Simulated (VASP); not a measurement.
The input files of a VASP run:

### POSCAR
```
Ag
1
    0.0000000000     2.0859000000     2.0859000000
    2.0859000000     0.0000000000     2.0859000000
    2.0859000000     2.0859000000     0.0000000000
Ag
1
Direct
  0.0000000000   0.0000000000   0.0000000000
```

**KPOINTS**
```
k-points along high-symmetry lines
6
Line-mode
Reciprocal
  0.000000   0.000000   0.000000 ! GAMMA
  0.500000   0.000000   0.500000 ! X

  0.500000   0.000000   0.500000 ! X
  0.625000   0.250000   0.625000 ! U

  0.375000   0.375000   0.750000 ! K
  0.000000   0.000000   0.000000 ! GAMMA

  0.000000   0.000000   0.000000 ! GAMMA
  0.500000   0.500000   0.500000 ! L

  0.500000   0.500000   0.500000 ! L
  0.500000   0.250000   0.750000 ! W

  0.500000   0.250000   0.750000 ! W
  0.500000   0.000000   0.500000 ! X
```

### INCAR
```
SYSTEM = Ag
PREC = Accurate
ENCUT = 400
EDIFF = 1E-6
NELM = 100
ALGO = Normal
LREAL = .FALSE.
LASPH = .TRUE.
ISMEAR = 1
SIGMA = 0.1
GGA = PE
LMAXMIX = 4
LWAVE = .FALSE.
LCHARG = .FALSE.
ISIF = 2
```

POTCAR, in this order: Ag (PBE.64 set). Program: vasp_std.

The run wrote:

**standard output**
```
 POSCAR found type information on POSCAR Ag
 POSCAR found :  1 types and       1 ions
 Reading from existing POTCAR
 Reading from existing POTCAR
 LDA part: xc-table for (Slater+PW92), standard interpolation
 POSCAR, INCAR and KPOINTS ok, starting setup
 WAVECAR not read
 entering main loop
       N       E                     dE             d eps       ncg     rms          rms(c)
DAV:   1     0.365211910590E+02    0.36521E+02   -0.48942E+03   704   0.863E+02
DAV:   2    -0.300356162468E+01   -0.39525E+02   -0.38255E+02   660   0.182E+02
DAV:   3    -0.329786082529E+01   -0.29430E+00   -0.29396E+00   763   0.188E+01
DAV:   4    -0.329838669347E+01   -0.52587E-03   -0.52586E-03   766   0.735E-01
DAV:   5    -0.329838987425E+01   -0.31808E-05   -0.31805E-05   728   0.482E-02    0.456E+00
DAV:   6    -0.315757362354E+01    0.14082E+00   -0.62291E-01   657   0.821E+00    0.321E+00
DAV:   7    -0.315268813680E+01    0.48855E-02   -0.58273E-03   668   0.771E-01    0.175E+00
DAV:   8    -0.315105964615E+01    0.16285E-02   -0.60555E-04   691   0.258E-01    0.349E-02
DAV:   9    -0.315106832556E+01   -0.86794E-05   -0.42856E-05   749   0.720E-02    0.112E-02
DAV:  10    -0.315107171368E+01   -0.33881E-05   -0.59135E-06   689   0.284E-02    0.856E-04
DAV:  11    -0.315107150757E+01    0.20611E-06   -0.24534E-08   354   0.151E-03
   1 F= -.31510715E+01 E0= -.31509356E+01  d E =-.407614E-03
```

**OUTCAR**
```
------------------------ aborting loop because EDIFF is reached ----------------------------------------
  FORCE on cell =-STRESS in cart. coord.  units (eV):
  Direction    XX          YY          ZZ          XY          YZ          ZX
  --------------------------------------------------------------------------------------
  Total       -0.1486594     -0.1486594     -0.1486594     -0.0000000      0.0000000     -0.0000000
  in kB      -13.1217735    -13.1217735    -13.1217735     -0.0000000      0.0000000     -0.0000000
  external PRESSURE =     -13.1217735 kB  Pullay stress =       0.0000000 kB
  volume of cell :       18.15
      direct lattice vectors                 reciprocal lattice vectors
     0.000000000  2.085900000  2.085900000    -0.239704684  0.239704684  0.239704684
     2.085900000  0.000000000  2.085900000     0.239704684 -0.239704684  0.239704684
     2.085900000  2.085900000  0.000000000     0.239704684  0.239704684 -0.239704684
 POSITION                                       TOTAL-FORCE (eV/Angst)
 -----------------------------------------------------------------------------------
      0.00000      0.00000      0.00000         0.000000      0.000000      0.000000
 -----------------------------------------------------------------------------------
    total drift:                               -0.000000     -0.000000     -0.000000
  FREE ENERGIE OF THE ION-ELECTRON SYSTEM (eV)
  ---------------------------------------------------
  free  energy   TOTEN  =        -3.1510715076 eV

  energy  without entropy=       -3.1506638932  energy(sigma->0) =       -3.15093564
```
(Selected blocks of OUTCAR.)

Question: The run ends quietly. Is anything wrong with it?

Answer: The cause: a line-mode KPOINTS file was used for a self-consistent run. The run ends without an error. Against the sound run, the energy per atom (σ→0) falls by 0.435 eV/atom; the pressure rises by 0.81 GPa. To mend it, correct KPOINTS.
KPOINTS:
```
Automatic mesh
0
Gamma
11 11 11
0 0 0
```
The mended run (PBE GGA, plane waves, VASP's PBE PAW potentials (set 64)) converges, and its OSZICAR ends with
```
   1 F= -.27161120E+01 E0= -.27158716E+01  d E =-.721218E-03
```

The compound is Ag in the fcc structure. The cell was not relaxed at this level.
